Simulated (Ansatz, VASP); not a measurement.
# Cross-check of Mn2Ga2S5 between VASP and Ansatz, part 2 of 2

Wanted: the spread between two codes on one cell, functional and k mesh. The cell is taken from a series of VASP runs on this material, whose earlier steps may have relaxed, scaled or displaced it; both programs get it as it stands.

VASP 6.6.1 and Ansatz 0.2.0.

So far: Starting point; VASP: single point, PBEsol, DFT+U.

## Step 3: Ansatz: single point, PBEsol, DFT+U

Level of this step: Ansatz beside VASP: Kohn-Sham DFT, plane waves, PBEsol, DFT+U (Ansatz).

Ansatz runs on its default PAW (the set named soft_2) files.

The same cell, functional, mesh and smearing now go to Ansatz, which takes its cutoff from its data sets.

The input, input.yaml:

```yaml
crystal:
  lattice:
    - [3.7279544901, 0.0, 0.0]
    - [-1.8639772451, 3.2285032926, 0.0]
    - [0.0, 0.0, 15.333456]
  atoms:
    - { symbol: Mn, position: [0.33333333, 0.66666667, 0.401899], spin: 4.5 }
    - { symbol: Mn, position: [0.66666667, 0.33333333, 0.598101], spin: -4.5 }
    - { symbol: Ga, position: [0.33333333, 0.66666667, 0.828604] }
    - { symbol: Ga, position: [0.66666667, 0.33333333, 0.171396] }
    - { symbol: S, position: [0.0, 0.0, 0.5] }
    - { symbol: S, position: [0.33333333, 0.66666667, 0.68311] }
    - { symbol: S, position: [0.66666667, 0.33333333, 0.31689] }
    - { symbol: S, position: [0.33333333, 0.66666667, 0.105892] }
    - { symbol: S, position: [0.66666667, 0.33333333, 0.894108] }
hamiltonian:
  xc: pbesol
  pseudopotentials: { kind: paw }
  hubbard: { sites: [{ species: Mn, l: d, u_eff: 4.0 }] }
magnetization:
  spin_polarized: true
kpoints:
  mp_grid: { grid: [8, 8, 2] }
scf:
  occupations: { method: fermi_dirac, width: 0.02 }
  n_extra_bands: 12
output:
  forces: true
  stress: true
  eigenvalues: true
```

Command:

```
ansatz run input.yaml --threads 4 --pin off --max-ram 18432MiB --backend cpu --events-out ev --progress --plain --runs-dir out
```

Numbers of over 12 decimals in the logs are rounded to 6 here.

Log:

```text
Mn: projections on atomic orbitals take those of the free atom [Ne] 3s2 3p6 3d5 4s2, of charge +0.00 (hamiltonian.pseudopotentials.projection_atoms); the dataset's partial waves leave at most 9.0e-7 of an orbital's norm unspanned inside its sphere
Ga: projections on atomic orbitals take those of the free atom [Ar] 3d10 4s2 4p1, of charge +0.00 (hamiltonian.pseudopotentials.projection_atoms); the dataset's partial waves leave at most 1.1e-6 of an orbital's norm unspanned inside its sphere
S: projections on atomic orbitals take those of the free atom [Ne] 3s2 3p4, of charge +0.00 (hamiltonian.pseudopotentials.projection_atoms); the dataset's partial waves leave at most 1.6e-7 of an orbital's norm unspanned inside its sphere
scf.n_extra_bands = 12 over 43 filled bands (N_el = 86.0): the run solves 55 bands
Engine: ansatz 0.2.0, aarch64-unknown-linux-gnu
Pseudopotentials: kind: paw
Pseudopotential: Mn, paw, valence charge 15, recommended cutoff 420 eV (normal), Mn.paw.azcp
Pseudopotential: Ga, paw, valence charge 13, recommended cutoff 420 eV (normal), Ga.paw.azcp
Pseudopotential: S, paw, valence charge 6, recommended cutoff 420 eV (normal), S.paw.azcp
Functional definition: PBEsol
  exchange = pbesol_x
  correlation = pbesol_c
Crystal: 9 atoms, lattice volume = 184.549 Å³
Basis set: ecut = 420 eV, 3639 PW (Γ), exchange–correlation on 50×50×216 points (8 copies of the dense FFT grid, shifted against one another)
Bands: 55, of which v1, the nominal top of the filled ones, is band 43 counted from 1 (42 counted from 0)
Symmetry: 6 space group operations
Space group: P3m1 (ITA 156), of the structure as read, at distance tolerance 5.7e-5 Å
Magnetic group: BNS 164.87 (UNI 1317), of the structure as read, at distance tolerance 5.7e-5 Å
k-points: 20 of 128 (time reversal used)
Non-local potential: Mn, projectors of the file, l = 0: 3, l = 1: 2, l = 2: 3, l = 3: 1
Non-local potential: Ga, projectors of the file, l = 0: 2, l = 1: 2, l = 2: 3, l = 3: 1
Non-local potential: S, projectors of the file, l = 0: 2, l = 1: 2, l = 2: 2
PAW form: soft (Blöchl's): semilocal exchange-correlation on the pseudo side does not see the compensation charge
PAW frozen core: Mn, regenerated for the run's functional, and the local potential with it (the file was generated under x = pbe(κ = 0.804, μ = 0.219515), c = pbe(β = 0.066725))
PAW frozen core: Ga, regenerated for the run's functional, and the local potential with it (the file was generated under x = pbe(κ = 0.804, μ = 0.219515), c = pbe(β = 0.066725))
PAW frozen core: S, regenerated for the run's functional, and the local potential with it (the file was generated under x = pbe(κ = 0.804, μ = 0.219515), c = pbe(β = 0.066725))
PAW one-centre angular grid: Mn, 590 points (default); XC on 64 Gauss nodes
PAW one-centre angular grid: Ga, 590 points (default); XC on 64 Gauss nodes
PAW one-centre angular grid: S, 110 points (default); XC on 64 Gauss nodes
Initial density: superposition of atomic densities (chi_scale 0.1, normalization cell, long waves kept whole (reshape's long-wave potential 4.36 eV rms))
Starting moments: Σ|m| = 9 μB on 2 of 9 sites
Starting magnetic order: antiferromagnet; an inversion exchanges its spin sublattices: spin-degenerate at every k-point
Initial wavefunctions: pseudopotential atomic-orbital guess
Functional: x = pbesol(κ = 0.804, μ = 0.123457), c = pbesol(β = 0.046)
SCF iter   1: F=—  HF=-19736.012336 eV  |F-HF|=—  |Δ(HF+E_count)|=         —  Δρ=2.75e-1 (↑2.75e-1 ↓2.75e-1)  dr2=2.64e3  dr2_m=4.10e1  M=-0.001 μB ∫|m|=0.870 μB  β_m=0.30  ethr=3.10e-3  ⟨swp⟩=8.8  Hψ=10720  notcnv=0  defer=28
preconditioner: auto → Kerker (q_TF=auto, 2.402 Å⁻¹)  [metal: Δε(μ)=0.018 eV  Ē_g=10.893 eV  σ=0.020 eV  W_gap=0.22  n_scr=52 (ndim 8)  ℏωp=22.9 eV  f_vac=0.017  D(μ)=8.22/eV (n_scr^D=78)]
spin=Collinear: Kerker preconditioning applied to the charge; magnetization (m = ρ↑ − ρ↓) channel mixes plain (no charge-response kernel on spin).
SCF iter   2: F=—  HF=-19668.555071 eV  |F-HF|=—  |Δ(HF+E_count)|=    6.75e1  Δρ=8.30e-2 (↑8.30e-2 ↓8.30e-2)  dr2=1.81e2  dr2_m=8.76e-1  M=-0.000 μB ∫|m|=8.337 μB  β_m=1.00  ethr=3.10e-3  ⟨swp⟩=5.7  Hψ=6753  notcnv=0  defer=193
SCF iter   3: F=—  HF=-19659.562610 eV  |F-HF|=—  |Δ(HF+E_count)|=    8.99e0  Δρ=2.86e-2 (↑2.86e-2 ↓2.86e-2)  dr2=1.67e2  dr2_m=1.50e-1  M=-0.001 μB ∫|m|=8.166 μB  β_m=1.00  ethr=3.10e-3  ⟨swp⟩=4.0  Hψ=5401  notcnv=0  defer=207
SCF iter   4: F=—  HF=-19654.542553 eV  |F-HF|=—  |Δ(HF+E_count)|=    5.02e0  Δρ=3.71e-2 (↑3.71e-2 ↓3.71e-2)  dr2=2.19e1  dr2_m=1.46e0  M=-0.001 μB ∫|m|=9.356 μB  β_m=1.00  ethr=3.10e-3  ⟨swp⟩=5.7  Hψ=5904  notcnv=0  defer=170
SCF iter   5: F=—  HF=-19651.706538 eV  |F-HF|=—  |Δ(HF+E_count)|=    2.84e0  Δρ=1.38e-2 (↑1.38e-2 ↓1.38e-2)  dr2=6.05e0  dr2_m=3.70e-2  M=0.000 μB ∫|m|=9.587 μB  β_m=1.00  ethr=3.10e-3  ⟨swp⟩=7.9  Hψ=6399  notcnv=0  defer=117
SCF iter   6: F=—  HF=-19651.681286 eV  |F-HF|=—  |Δ(HF+E_count)|=   2.53e-2  Δρ=1.02e-2 (↑1.02e-2 ↓1.02e-2)  dr2=3.36e0  dr2_m=2.71e-2  M=0.000 μB ∫|m|=9.637 μB  β_m=0.30  ethr=3.10e-3  ⟨swp⟩=4.3  Hψ=3863  notcnv=0  defer=180
Mixer restart at iter 6: flushing history
spin-set hold released at iteration 6 (site moments contracting): the magnetisation degrees of freedom join the quasi-Newton model from the next iteration; the mixer history was flushed
SCF iter   7: F=—  HF=-19651.934846 eV  |F-HF|=—  |Δ(HF+E_count)|=   2.54e-1  Δρ=8.27e-3 (↑8.27e-3 ↓8.27e-3)  dr2=2.75e0  dr2_m=2.39e-2  M=0.000 μB ∫|m|=9.651 μB  β_m=0.65  ethr=3.10e-3  ⟨swp⟩=2.0  Hψ=2337  notcnv=0  defer=178
SCF iter   8: F=—  HF=-19652.113201 eV  |F-HF|=—  |Δ(HF+E_count)|=   1.78e-1  Δρ=2.68e-3 (↑2.68e-3 ↓2.68e-3)  dr2=1.45e0  dr2_m=7.19e-5  M=0.000 μB ∫|m|=9.689 μB  β_m=0.82  ethr=3.10e-3  ⟨swp⟩=4.2  Hψ=2888  notcnv=0  defer=178
SCF iter   9: F=—  HF=-19652.041722 eV  |F-HF|=—  |Δ(HF+E_count)|=   7.15e-2  Δρ=2.47e-3 (↑2.47e-3 ↓2.44e-3)  dr2=8.96e-1  dr2_m=3.08e-4  M=0.000 μB ∫|m|=9.688 μB  β_m=0.81  ethr=1.68e-3  ⟨swp⟩=3.1  Hψ=2923  notcnv=0  defer=162
[...]
SCF iter  11: F=—  HF=-19651.907843 eV  |F-HF|=—  |Δ(HF+E_count)|=   4.44e-2  Δρ=1.01e-3 (↑1.01e-3 ↓1.01e-3)  dr2=3.95e-2  dr2_m=1.90e-5  M=-0.000 μB ∫|m|=9.701 μB  β_m=0.75  ethr=2.45e-4  ⟨swp⟩=5.7  Hψ=4929  notcnv=0  defer=154
SCF iter  12: F=—  HF=-19651.906169 eV  |F-HF|=—  |Δ(HF+E_count)|=   1.67e-3  Δρ=9.43e-4 (↑9.43e-4 ↓9.22e-4)  dr2=1.17e-2  dr2_m=4.38e-4  M=0.000 μB ∫|m|=9.704 μB  β_m=0.67  ethr=4.59e-5  ⟨swp⟩=5.4  Hψ=4727  notcnv=0  defer=154
SCF iter  13: F=—  HF=-19651.905631 eV  |F-HF|=—  |Δ(HF+E_count)|=   5.38e-4  Δρ=3.26e-4 (↑3.26e-4 ↓3.26e-4)  dr2=3.75e-3  dr2_m=4.84e-5  M=-0.000 μB ∫|m|=9.707 μB  β_m=0.83  ethr=1.37e-5  ⟨swp⟩=5.2  Hψ=4299  notcnv=0  defer=164
SCF iter  14: F=—  HF=-19651.906265 eV  |F-HF|=—  |Δ(HF+E_count)|=   6.34e-4  Δρ=1.46e-4 (↑1.46e-4 ↓1.46e-4)  dr2=4.49e-4  dr2_m=2.83e-6  M=-0.000 μB ∫|m|=9.708 μB  β_m=0.92  ethr=4.36e-6  ⟨swp⟩=4.5  Hψ=3596  notcnv=0  defer=152
SCF iter  15: F=—  HF=-19651.906311 eV  |F-HF|=—  |Δ(HF+E_count)|=   4.59e-5  Δρ=4.96e-5 (↑4.95e-5 ↓4.96e-5)  dr2=8.19e-5  dr2_m=5.59e-8  M=-0.000 μB ∫|m|=9.708 μB  β_m=0.96  ethr=5.22e-7  ⟨swp⟩=2.0  Hψ=2862  notcnv=0  defer=152
SCF iter  16: F=—  HF=-19651.906314 eV  |F-HF|=—  |Δ(HF+E_count)|=   2.95e-6  Δρ=3.25e-5 (↑3.25e-5 ↓2.78e-5)  dr2=1.17e-5  dr2_m=1.27e-7  M=0.000 μB ∫|m|=9.708 μB  β_m=0.98  ethr=9.52e-8  ⟨swp⟩=2.0  Hψ=2984  notcnv=0  defer=153
SCF iter  17: F=—  HF=-19651.906314 eV  |F-HF|=—  |Δ(HF+E_count)|=   1.72e-7  Δρ=1.26e-5 (↑1.26e-5 ↓9.08e-6)  dr2=1.21e-6  dr2_m=2.62e-8  M=-0.000 μB ∫|m|=9.708 μB  β_m=0.98  ethr=1.35e-8  ⟨swp⟩=2.0  Hψ=2729  notcnv=0  defer=153
SCF iter  18: F=—  HF=-19651.906315 eV  |F-HF|=—  |Δ(HF+E_count)|=   3.89e-7  Δρ=9.92e-6 (↑7.83e-6 ↓9.92e-6)  dr2=4.25e-7  dr2_m=2.41e-8  M=0.000 μB ∫|m|=9.708 μB  β_m=0.86  ethr=1.40e-9  ⟨swp⟩=2.0  Hψ=3707  notcnv=0  defer=153
SCF iter  19: F=—  HF=-19651.906315 eV  |F-HF|=—  |Δ(HF+E_count)|=   1.74e-8  Δρ=3.58e-6 (↑2.70e-6 ↓3.58e-6)  dr2=1.10e-7  dr2_m=2.85e-9  M=-0.000 μB ∫|m|=9.708 μB  β_m=0.89  ethr=4.94e-10  ⟨swp⟩=2.0  Hψ=3747  notcnv=0  defer=153
SCF iter  20: F=-19651.906315 eV  HF=-19651.906315 eV  |F-HF|=2.45e-8  |Δ(HF+E_count)|=   3.72e-8  Δρ=1.21e-6 (↑1.21e-6 ↓1.02e-6)  dr2=4.03e-8  dr2_m=7.94e-11  M=-0.000 μB ∫|m|=9.708 μB  ethr=1.16e-10  ⟨swp⟩=15.5  Hψ=12611  notcnv=0
SCF 1 converged in 20 iterations: F = -19651.906315 eV  dr2 = 4.03e-8
  greatest PAW one-centre occupation: 1.003 electrons in one spin orbital (limit 2), on the Mn atom at site 0 (counted from 0), in its partial waves of l = 1
SCF converged after 20 iterations
Magnetization: -0.0000 μB (43.0000 up, 43.0000 down)
Absolute magnetization: 9.7077 μB (∫|ρ↑−ρ↓|, with the PAW one-centre terms)
Spin contamination: 4.9734 ħ² per cell (⟨S²⟩ above its minimum at these occupations)
Per-site moments (μB) at R_I (Å): [(4.357010, 1.037961), (-4.357010, 1.037961), (-0.00940573, 0.920257), (0.00940573, 0.920257), (-3.999935331568805e-7, 1.083176), (-0.035144, 0.920257), (0.035144, 0.920257), (0.013683, 0.979752), (-0.013683, 0.979752)]
Free energy (F): -19651.906315 eV
Harris-Foulkes:  -19651.906315 eV  (|F-HF|=2.45e-8)
Internal energy: -19651.906314 eV  (E = F + TS)
E sigma→0 (E₀):  -19651.906314 eV
Entropy (-TS):   -0.000001 eV (-0.000 meV/atom)
Fermi energy:    7.404509 eV
--- Per-component energies (eV) ---
  E_band       = -858.356922
  E_kinetic    = 1358.053981
  E_local      = -12132.879291  (includes V_loc(G=0)·N_el)
  E_nonlocal   = 1507.693821
  E_hartree    = 5364.845607
  E_xc         = -834.687258
  E_vxc        = -831.861054  (∫ρ·V_xc dr)
  E_hubbard    = 1.316165  (on-site DFT+U / exact-exchange correction)
  E_vhub       = -18.511666  (the Hubbard potential's part of the band-sum identity)
  E_paw        = -9379.032537  (= ΣΔE_a)
  E_vpaw       = -1470.552213  (= ΣTr[D̂ρ^β])
  E_aug_tail   = -0.000230  (compensation charges beyond the density's cutoff)
  E_ewald      = -5539.591576
  E_core_change = 2.375003  (= ΣΔE_core)
  E_smearing   = -0.000001  (= −TS)
  E_closure    = -0.000000  (closes the sum)
  Σ components = -19651.906315   (vs F -19651.906315, Δ=0.00e0)
--- Forces (eV/Å), atoms counted from 1 ---
  atom   1  Mn    -0.00000000    -0.00000000     0.11851875
  atom   2  Mn     0.00000000     0.00000000    -0.11851834
  atom   3  Ga    -0.00000000    -0.00000000    -0.28364660
  atom   4  Ga     0.00000000     0.00000000     0.28364777
  atom   5  S     -0.00000000    -0.00000000     0.00000412
  atom   6  S     -0.00000000    -0.00000000     0.53828424
  atom   7  S      0.00000000     0.00000000    -0.53828370
  atom   8  S     -0.00000000    -0.00000000     0.17163861
  atom   9  S      0.00000000     0.00000000    -0.17163243
  max |Σ_I F_I| component: 1.24e-5 eV/Å
--- Stress (GPa, compression-positive) ---
       -1.210362       0.000000      -0.000000
        0.000000      -1.210362      -0.000000
       -0.000000      -0.000000      -1.895293
  P = ⅓ Tr σ = -1.4387 GPa (-14.387 kbar)
--- Band table (eV; the first three rows and the last of 40) ---
  k-point 0 ↑: bands = [... 39 lower, 6.4262, 6.4262, 7.1982, 7.1982, 7.5824, 8.1065, 10.3785, 10.4238, ... 8 higher]
  k-point 1 ↑: bands = [... 39 lower, 6.4247, 6.4247, 7.1985, 7.1985, 7.8190, 8.0145, 10.3858, 10.4237, ... 8 higher]
  k-point 2 ↑: bands = [... 39 lower, 5.8854, 6.2496, 6.6438, 7.1036, 8.4011, 8.7538, 10.2769, 10.4184, ... 8 higher]
  k-point 19 ↓: bands = [... 39 lower, 4.5336, 4.7859, 5.7115, 6.4373, 9.4573, 9.6515, 10.1041, 10.3659, ... 8 higher]
Occupation matrices written to <dir>
```

Wall time 24 s (4 threads of Arm Neoverse V1, shared host); peak memory 0.81 GiB.

Reading the cycles: dr2 is the Hartree energy of the density residual (eV), the measure of convergence; HF is the Harris–Foulkes estimate of the energy, which meets the free energy F at convergence.

The run ends at a pressure of -1.44 GPa, with forces up to 0.54 eV/Å.

## Step 4: Comparison

Known differences besides the potentials themselves: U acts on the PAW sphere in VASP and on atomic orbitals in Ansatz, so only states and trends compare; the data sets hold 86 valence electrons in Ansatz (default PAW (the set named soft_2) files) and 82 in VASP; the cutoff is 420 eV in Ansatz and 350 eV in VASP (PREC = Normal); Ansatz makes its cores anew for this functional, VASP keeps those of its PBE data sets; site moments are counted in spheres of each program's own size. Total energies have different zeros and are not compared.

Both answers:

```csv
quantity,Ansatz,VASP,difference
pressure (GPa),-1.44,-1.89,+0.45
gap on the k mesh (eV),0.384,0.382,+0.002
moment on Mn1 (μB),4.36,4.50,-0.14
moment on Mn2 (μB),-4.36,-4.50,+0.14
```

Forces (eV/Å; atoms numbered as in POSCAR):

| atom | Ansatz x, y, z | VASP x, y, z |
| --- | --- | --- |
| Mn1 | 0.000, 0.000, 0.119 | 0.000, 0.000, 0.173 |
| Mn2 | 0.000, 0.000, -0.119 | 0.000, 0.000, -0.173 |
| Ga3 | 0.000, 0.000, -0.284 | 0.000, 0.000, -0.308 |
| Ga4 | 0.000, 0.000, 0.284 | 0.000, 0.000, 0.308 |
| S5 | 0.000, 0.000, 0.000 | 0.000, 0.000, 0.000 |
| S6 | 0.000, 0.000, 0.538 | 0.000, 0.000, 0.561 |
| S7 | 0.000, 0.000, -0.538 | 0.000, 0.000, -0.561 |
| S8 | 0.000, 0.000, 0.172 | 0.000, 0.000, 0.169 |
| S9 | 0.000, 0.000, -0.172 | 0.000, 0.000, -0.169 |

The forces differ by 17 meV/Å r.m.s., which is 9.3 % of the r.m.s. force of 0.19 eV/Å (both taken over all components). A gap on the mesh is an upper bound, since the band edges may lie between its points.

## Step 5: Summary of results

```json
{
  "r.m.s. force difference (single point, PBEsol, DFT+U)": "17 meV/Å"
}
```

In words: The r.m.s. force difference is 17 meV/Å (single point, PBEsol, DFT+U). How closely two codes agree says nothing of how well the functional describes the real material.

[Lines on the potential files, build, host, timing and source positions are cut from VASP's logs without a mark.]

[Logs are printed without paths, hosts, clocks, repeated set-up lines and the standing remarks that a program may print on its own settings, such as how far it seeks lower states.]

[Hosts, paths, dates, database ids (printed as entryN), source tags and the programs' standing remarks are cut or masked in the printed files.]
